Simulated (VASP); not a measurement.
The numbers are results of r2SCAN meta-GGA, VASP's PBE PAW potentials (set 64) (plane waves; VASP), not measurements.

The input files of a VASP run:

KPOINTS:
```
K-points
0
gamma
14 14 14
```

### KPOINTS_OPT
```
k-points along high-symmetry lines
10
Line-mode
Reciprocal
  0.000000   0.000000   0.000000 ! GAMMA
  0.500000  -0.500000   0.500000 ! H

  0.500000  -0.500000   0.500000 ! H
  0.000000   0.000000   0.500000 ! N

  0.000000   0.000000   0.500000 ! N
  0.000000   0.000000   0.000000 ! GAMMA

  0.000000   0.000000   0.000000 ! GAMMA
  0.250000   0.250000   0.250000 ! P

  0.250000   0.250000   0.250000 ! P
  0.500000  -0.500000   0.500000 ! H

  0.250000   0.250000   0.250000 ! P
  0.000000   0.000000   0.500000 ! N
```

### INCAR
```
ALGO = Normal
EDIFF = 1E-7
ENCUT = 400
ISIF = 2
ISMEAR = -5
LASPH = .TRUE.
LCHARG = .FALSE.
LMAXMIX = 6
LMIXTAU = .TRUE.
LORBIT = 11
LREAL = .FALSE.
LWAVE = .FALSE.
METAGGA = R2SCAN
NEDOS = 601
NELM = 100
PREC = Accurate
SYSTEM = Nd
```

File POSCAR:
```
Nd
4.152460
 -0.4999999777   0.4999999777   0.4999999777
  0.4999999777  -0.4999999777   0.4999999777
  0.4999999777   0.4999999777  -0.4999999777
Nd
1
Direct
  0.0000000000   0.0000000000   0.0000000000
```

POTCAR, in this order: Nd_3 (PBE.64 set). Program: vasp_std.

Q: What will the output report for the number of irreducible k-points (NKPTS), number of bands (NBANDS), largest plane-wave count, number of space-group operations, FFT grid (NGX, NGY, NGZ)?

A: 
```
Quantity                                      Result
--------------------------------------  ------------
number of irreducible k-points (NKPTS)           104
number of bands (NBANDS)                           9
largest plane-wave count                         682
number of space-group operations                  48
FFT grid (NGX, NGY, NGZ)                24 × 24 × 24
```

The structure was generated: Nd was put into the bcc type (Im-3m), which need not be its known phase. It was relaxed first. The 4f electrons are frozen in the core of the lanthanide potential, so 4f levels, which can set the real gap, and their magnetism are missing.
